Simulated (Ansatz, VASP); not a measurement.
# C2S3 in two plane-wave programs, part 2 of 3

Wanted: the spread between two codes on one cell, functional and k mesh. The cell is taken from a series of runs on this material, whose earlier steps may have relaxed, scaled, displaced or heated it; both programs get it as it stands.

VASP 6.6.1 and Ansatz 0.2.0.

So far: The structure; Ansatz: dielectric response, PBE.

## (3) VASP: dielectric response, PBE

Level of this step: PBE; plane waves and PAW (C, S) (VASP).

The same cell, functional and mesh now go to VASP, with its own data sets.

Lines of VASP's logs that name or quote its potential files are left out, and so is its time.

INCAR

```
SYSTEM = C2S3
PREC = Accurate
ENCUT = 520
EDIFF = 1E-08
NELM = 120
ISMEAR = 0
SIGMA = 0.01
LREAL = .FALSE.
ALGO = Normal
GGA = PE
NBANDS = 72
LORBIT = 11
LWAVE = .FALSE.
LCHARG = .FALSE.
ISIF = 2
LEPSILON = .TRUE.
LASPH = .TRUE.
GGA_COMPAT = .FALSE.
EFERMI = MIDGAP
KPAR = 4
```

POSCAR

```
C2S3
1.0
    5.8050000000      0.0000000000      0.0000000000
    0.0000000000      6.6377000000      0.0000000000
   -3.5391430821      0.0000000000     10.1819277854
C S
8 12
Direct
    0.4275340412      0.9956591813      0.0389019337
    0.5724659588      0.4956591813      0.4610980663
    0.5724659588      0.0043408187      0.9610980663
    0.4275340412      0.5043408187      0.5389019337
    0.2857765633      0.3123523348      0.8947240389
    0.7142234367      0.8123523348      0.6052759611
    0.7142234367      0.6876476652      0.1052759611
    0.2857765633      0.1876476652      0.3947240389
    0.2143970329      0.1860506622      0.0194799660
    0.7856029671      0.6860506622      0.4805200340
    0.7856029671      0.8139493378      0.9805200340
    0.2143970329      0.3139493378      0.5194799660
    0.5239473935      0.2046179098      0.8525518540
    0.4760526065      0.7046179098      0.6474481460
    0.4760526065      0.7953820902      0.1474481460
    0.5239473935      0.2953820902      0.3525518540
    0.1369031152      0.5137988273      0.8191576789
    0.8630968848      0.0137988273      0.6808423211
    0.8630968848      0.4862011727      0.1808423211
    0.1369031152      0.9862011727      0.3191576789
```

KPOINTS

```
Automatic mesh
0
Gamma
4 4 2
0 0 0
```

PAW data sets: C and S (PBE family, release 64).

Command:

```
mpirun -np 4 vasp_std
```

What it wrote:

```text
[banner, memory and clock lines left out]
running    4 mpi-ranks, on    1 nodes
 distrk:  each k-point on    1 cores,    4 groups
 distr:  one band on    1 cores,    1 groups

 POSCAR found type information on POSCAR C S
 POSCAR found :  2 types and      20 ions
|                                                                             |
|               ----> ADVICE to this user running VASP <----                  |
|                                                                             |
|     You have a (more or less) 'large supercell' and for larger cells it     |
|     might be more efficient to use real-space projection operators.         |
|     Therefore, try LREAL= Auto in the INCAR file.                           |
|     Mind: For very accurate calculation, you might also keep the            |
|     reciprocal projection scheme (i.e. LREAL=.FALSE.).                      |
|                                                                             |

 LDA part: xc-table for (Slater+PW92), standard interpolation
 POSCAR, INCAR and KPOINTS ok, starting setup
 FFT: planning ... GRIDC
 FFT: planning ... GRID_SOFT
 FFT: planning ... GRID
 WAVECAR not read
 entering main loop
       N       E                     dE             d eps       ncg     rms          rms(c)
DAV:   1     0.604057487363E+03    0.60406E+03   -0.46023E+04  2592   0.125E+03
DAV:   2    -0.630419430993E+02   -0.66710E+03   -0.64461E+03  3264   0.247E+02
DAV:   3    -0.121921238072E+03   -0.58879E+02   -0.58083E+02  3096   0.774E+01
DAV:   4    -0.123517995403E+03   -0.15968E+01   -0.15869E+01  3536   0.140E+01
DAV:   5    -0.123560999899E+03   -0.43004E-01   -0.42968E-01  3328   0.214E+00    0.518E+01
DAV:   6    -0.116981056923E+03    0.65799E+01   -0.15760E+01  3016   0.148E+01    0.253E+01
DAV:   7    -0.116998428059E+03   -0.17371E-01   -0.67268E+00  3072   0.818E+00    0.115E+01
DAV:   8    -0.116944131325E+03    0.54297E-01   -0.33537E-01  3176   0.238E+00    0.216E+00
DAV:   9    -0.116936499735E+03    0.76316E-02   -0.10899E-01  3080   0.115E+00    0.132E+00
DAV:  10    -0.116936599774E+03   -0.10004E-03   -0.82697E-03  3280   0.291E-01    0.868E-01
DAV:  11    -0.116936926510E+03   -0.32674E-03   -0.18253E-03  3368   0.148E-01    0.343E-01
DAV:  12    -0.116937118149E+03   -0.19164E-03   -0.38789E-04  3048   0.760E-02    0.652E-02
DAV:  13    -0.116937146489E+03   -0.28340E-04   -0.68216E-05  3232   0.294E-02    0.232E-02
DAV:  14    -0.116937149684E+03   -0.31946E-05   -0.76275E-06  3144   0.104E-02    0.130E-02
DAV:  15    -0.116937151008E+03   -0.13245E-05   -0.50448E-06  3016   0.771E-03    0.463E-03
DAV:  16    -0.116937150976E+03    0.32023E-07   -0.34605E-07  3288   0.230E-03    0.182E-03
DAV:  17    -0.116937151000E+03   -0.23665E-07   -0.19433E-07  3056   0.151E-03    0.701E-04
DAV:  18    -0.116937150963E+03    0.36680E-07   -0.30108E-08  2600   0.645E-04    0.731E-04
DAV:  19    -0.116937150955E+03    0.80381E-08   -0.23966E-09  1728   0.202E-04
   1 F= -.11693715E+03 E0= -.11693715E+03  d E =0.000000E+00
 Linear response reoptimize wavefunctions to high precision
DAV:   1    -0.116937150946E+03    0.91477E-08   -0.29513E-09  1728   0.178E-04
DAV:   2    -0.116937150946E+03   -0.72760E-10   -0.47887E-10  1728   0.865E-05
 Linear response G [H, r] |phi>, progress :
  Direction:   1
       N       E                     dE             d eps       ncg     rms
RMM:   1    -0.469359652583E+03   -0.46936E+03    0.14673E+01  7174   0.943E+01
RMM:   2    -0.374651056811E+03    0.94709E+02   -0.84779E+01  4329   0.294E+01
RMM:   3    -0.376334651333E+03   -0.16836E+01   -0.46224E+00  4691   0.568E+00
RMM:   4    -0.376469102273E+03   -0.13445E+00   -0.22722E-01  4813   0.121E+00
RMM:   5    -0.376475529379E+03   -0.64271E-02   -0.26887E-02  4845   0.318E-01
RMM:   6    -0.376476247044E+03   -0.71766E-03   -0.40456E-03  4860   0.838E-02
RMM:   7    -0.376476361216E+03   -0.11417E-03   -0.31944E-03  5025   0.286E-02
RMM:   8    -0.376476349844E+03    0.11373E-04   -0.27370E-03  5238   0.135E-02
RMM:   9    -0.376476299828E+03    0.50016E-04   -0.11931E-03  5517   0.105E-02
RMM:  10    -0.376476341034E+03   -0.41206E-04   -0.63661E-04  5600   0.990E-03
RMM:  11    -0.376476318127E+03    0.22907E-04   -0.29320E-03  5710   0.983E-03
RMM:  12    -0.376476327892E+03   -0.97651E-05   -0.71862E-04  5786   0.976E-03
 Linear response G [H, r] |phi>, progress :
  Direction:   2
       N       E                     dE             d eps       ncg     rms
RMM:   1    -0.518622490398E+03   -0.51862E+03   -0.51878E+02  7156   0.938E+01
RMM:   2    -0.373581746170E+03    0.14504E+03   -0.88123E+01  4416   0.300E+01
RMM:   3    -0.374928237636E+03   -0.13465E+01   -0.32578E+00  4642   0.530E+00
RMM:   4    -0.375025066769E+03   -0.96829E-01   -0.16450E-01  4736   0.108E+00
[...]
RMM:   5    -0.376434909546E+03   -0.47908E-02   -0.38711E-02  4844   0.293E-01
RMM:   6    -0.376435349578E+03   -0.44003E-03   -0.19237E-02  4876   0.781E-02
RMM:   7    -0.376435335922E+03    0.13656E-04   -0.17430E-02  5056   0.265E-02
RMM:   8    -0.376435360383E+03   -0.24462E-04   -0.18832E-02  5277   0.125E-02
RMM:   9    -0.376435548213E+03   -0.18783E-03   -0.19406E-02  5618   0.958E-03
RMM:  10    -0.376435283434E+03    0.26478E-03   -0.17865E-02  5692   0.892E-03
[...]
RMM:   1    -0.484637250866E+01   -0.48464E+01   -0.24320E+01  5342   0.516E+00
RMM:   2    -0.522970794967E+01   -0.38334E+00   -0.15036E-01  4479   0.113E+00
RMM:   3    -0.523576499589E+01   -0.60570E-02   -0.81807E-03  4567   0.178E-01
RMM:   4    -0.523620674821E+01   -0.44175E-03   -0.56770E-04  4695   0.436E-02
RMM:   5    -0.523623678507E+01   -0.30037E-04   -0.73221E-05  4642   0.107E-02
RMM:   6    -0.523623915099E+01   -0.23659E-05   -0.71502E-06  4830   0.316E-03
RMM:   7    -0.523623936958E+01   -0.21859E-06   -0.29270E-06  4852   0.131E-03
RMM:   8    -0.523623935935E+01    0.10226E-07   -0.36345E-06  4889   0.837E-04
RMM:   9    -0.523623936559E+01   -0.62386E-08   -0.32151E-06  4778   0.758E-04
RMM:  10    -0.523623936557E+01    0.22577E-10   -0.24691E-07  4869   0.749E-04
RMM:  11    -0.523623937158E+01   -0.60048E-08   -0.34802E-06  4840   0.750E-04
RMM:  12    -0.523623937003E+01    0.15492E-08   -0.24848E-06  4926   0.750E-04
 change of polarisation eV/A/(eV/A) component  3 :    -0.583    -0.010    10.472
 dielectric tensor                  component  3 :    -0.269    -0.005     5.830
 Linear response to external field, progress :
  Direction:   1
       N       E                     dE             d eps       ncg     rms          rms(c)
RMM:   1    -0.494817013256E+01   -0.49482E+01   -0.24278E+01  5279   0.530E+00
RMM:   2    -0.530803051626E+01   -0.35986E+00   -0.16636E-01  4493   0.114E+00    0.631E+00
RMM:   4    -0.394331079639E+01   -0.14511E-01   -0.30805E-01  4671   0.119E+00    0.140E+00
RMM:   5    -0.401874604778E+01   -0.75435E-01   -0.27548E-02  4576   0.431E-01    0.475E-01
RMM:   6    -0.407392214870E+01   -0.55176E-01   -0.48848E-03  4497   0.195E-01    0.200E-01
RMM:   7    -0.409646426845E+01   -0.22542E-01   -0.90178E-04  4629   0.817E-02    0.105E-01
RMM:   8    -0.410443926722E+01   -0.79750E-02   -0.19469E-04  4534   0.427E-02    0.189E-02
RMM:   9    -0.410516479004E+01   -0.72552E-03    0.41460E-05  4821   0.109E-02    0.487E-03
RMM:  10    -0.410600388215E+01   -0.83909E-03    0.68941E-05  4702   0.489E-03    0.170E-03
RMM:  11    -0.410610287330E+01   -0.98991E-04    0.13553E-05  4941   0.202E-03    0.909E-04
RMM:  12    -0.410612898531E+01   -0.26112E-04    0.75314E-05  5014   0.112E-03    0.382E-04
RMM:  13    -0.410612877662E+01    0.20869E-06    0.11570E-05  5192   0.892E-04    0.110E-04
RMM:  14    -0.410612228492E+01    0.64917E-05    0.20494E-05  5334   0.727E-04    0.462E-05
RMM:  15    -0.410612284230E+01   -0.55738E-06    0.16314E-05  5207   0.701E-04    0.177E-05
RMM:  16    -0.410612253220E+01    0.31009E-06    0.13686E-05  5245   0.695E-04    0.513E-06
 change of polarisation eV/A/(eV/A) component  1 :     7.613    -0.035    -0.545
 dielectric tensor                  component  1 :     4.511    -0.016    -0.251
 Linear response to external field, progress :
  Direction:   2
       N       E                     dE             d eps       ncg     rms          rms(c)
RMM:   1    -0.668542262720E+01   -0.66854E+01   -0.38616E+01  5247   0.560E+00
RMM:   2    -0.717911518974E+01   -0.49369E+00   -0.20358E-01  4485   0.123E+00    0.745E+00
RMM:   3    -0.495310258052E+01    0.22260E+01   -0.28960E+00  4374   0.328E+00    0.292E+00
RMM:   4    -0.486018415027E+01    0.92918E-01   -0.35619E-01  4615   0.133E+00    0.151E+00
RMM:   5    -0.491095141540E+01   -0.50767E-01   -0.71951E-02  4605   0.644E-01    0.557E-01
RMM:   6    -0.495301147930E+01   -0.42060E-01   -0.12707E-02  4577   0.277E-01    0.339E-01
RMM:   7    -0.498442589572E+01   -0.31414E-01   -0.58644E-03  4478   0.207E-01    0.128E-01
RMM:   8    -0.498962441268E+01   -0.51985E-02   -0.74583E-04  4744   0.613E-02    0.329E-02
RMM:   9    -0.499049979801E+01   -0.87539E-03   -0.65750E-04  4662   0.184E-02    0.123E-02
RMM:  10    -0.499038773799E+01    0.11206E-03   -0.26507E-04  4667   0.843E-03    0.370E-03
RMM:  11    -0.499023135401E+01    0.15638E-03   -0.42638E-04  4841   0.303E-03    0.136E-03
RMM:  12    -0.499019049440E+01    0.40860E-04   -0.70752E-04  4842   0.181E-03    0.528E-04
RMM:  13    -0.499012230188E+01    0.68193E-04   -0.10700E-04  5254   0.882E-04    0.236E-04
RMM:  14    -0.499011235084E+01    0.99510E-05   -0.12468E-04  5137   0.836E-04    0.144E-04
RMM:  15    -0.499012155846E+01   -0.92076E-05   -0.29876E-04  5416   0.694E-04    0.469E-05
RMM:  16    -0.499009561993E+01    0.25939E-04   -0.47479E-05  5174   0.671E-04    0.255E-05
RMM:  17    -0.499009701428E+01   -0.13944E-05   -0.54139E-05  5334   0.669E-04    0.689E-06
 change of polarisation eV/A/(eV/A) component  2 :    -0.060     9.210    -0.001
 dielectric tensor                  component  2 :    -0.027     5.248    -0.001
 Linear response to external field, progress :
  Direction:   3
       N       E                     dE             d eps       ncg     rms          rms(c)
RMM:   1    -0.484637250866E+01   -0.48464E+01   -0.24320E+01  5342   0.516E+00
RMM:   2    -0.522970921800E+01   -0.38334E+00   -0.15037E-01  4479   0.113E+00    0.609E+00
RMM:   3    -0.417198759868E+01    0.10577E+01   -0.19538E+00  4447   0.289E+00    0.282E+00
RMM:   4    -0.421609586247E+01   -0.44108E-01   -0.28100E-01  4718   0.117E+00    0.138E+00
RMM:   5    -0.430608091210E+01   -0.89985E-01   -0.23108E-02  4566   0.419E-01    0.451E-01
RMM:   6    -0.435674053128E+01   -0.50660E-01   -0.28371E-03  4553   0.158E-01    0.191E-01
RMM:   7    -0.437696360169E+01   -0.20223E-01   -0.83919E-04  4540   0.789E-02    0.713E-02
RMM:   8    -0.438001260302E+01   -0.30490E-02   -0.13923E-04  4761   0.248E-02    0.183E-02
RMM:   9    -0.438167385035E+01   -0.16612E-02   -0.67775E-05  4579   0.115E-02    0.423E-03
RMM:  10    -0.438204602173E+01   -0.37217E-03   -0.95672E-05  4881   0.348E-03    0.168E-03
RMM:  11    -0.438225943273E+01   -0.21341E-03   -0.32803E-05  4737   0.212E-03    0.557E-04
RMM:  12    -0.438224910745E+01    0.10325E-04   -0.53921E-05  5136   0.104E-03    0.308E-04
RMM:  13    -0.438224619191E+01    0.29155E-05   -0.54389E-05  5215   0.778E-04    0.101E-04
RMM:  14    -0.438224271156E+01    0.34803E-05   -0.44139E-05  5317   0.687E-04    0.394E-05
RMM:  15    -0.438223899981E+01    0.37118E-05   -0.34585E-05  5287   0.654E-04    0.130E-05
RMM:  16    -0.438223888146E+01    0.11834E-06   -0.36150E-05  5194   0.646E-04    0.669E-06
 change of polarisation eV/A/(eV/A) component  3 :    -0.545     0.005     8.132
 dielectric tensor                  component  3 :    -0.251     0.002     4.751
 Born effective charges drift removed
```

(Continued in part 3 of 3.)

[Lines on the potential files, build, host, timing and source positions are cut from VASP's logs without a mark.]

[Logs are printed without paths, hosts, clocks, repeated set-up lines and the standing remarks that a program may print on its own settings, such as how far it seeks lower states.]

[Hosts, paths, dates, database ids (printed as entryN), source tags and the programs' standing remarks are cut or masked in the printed files.]
